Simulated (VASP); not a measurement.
Given:

```
CELL_PARAMETERS angstrom
      1.76906     1.02137     5.36329
     -1.76906     1.02137     5.36329
      0.00000    -2.04273     5.36329
ATOMIC_POSITIONS crystal
  Pb 0.99140 0.00719 0.99928
  F  0.25283 0.26082 0.25144
  F  0.75576 0.73198 0.74928
```

The numbers are results of PBE GGA, VASP's PBE PAW potentials (set 64) (plane waves; VASP 6.6.1), not measurements. Run with 400 eV cut-off, 5×5×5 Γ-centred mesh, Fermi-Dirac smearing of 0.10 eV, potentials Pb_d F.

At this cut-off the stress carries a Pulay error, which pulls relaxed volumes low.

**Question.** Which forces act on the atoms, in eV/Å?

**Answer.** 
```tsv
atom	Fx	Fy	Fz
Pb1	0.142	-0.010	0.122
F2	0.061	-0.057	-0.499
F3	-0.204	0.067	0.378
```

**Question.** Give the stress tensor in GPa (positive for a compressed cell).

**Answer.** 
```
 8.24  -0.75  -0.88
-0.75   7.56   0.42
-0.88   0.42  -3.89
```
The pressure is its mean diagonal, 3.97 GPa.

The structure was generated: PbF2 was put into an ordered model structure, which need not be its known phase. The cell was not relaxed at this level, atoms are displaced from their ideal sites.
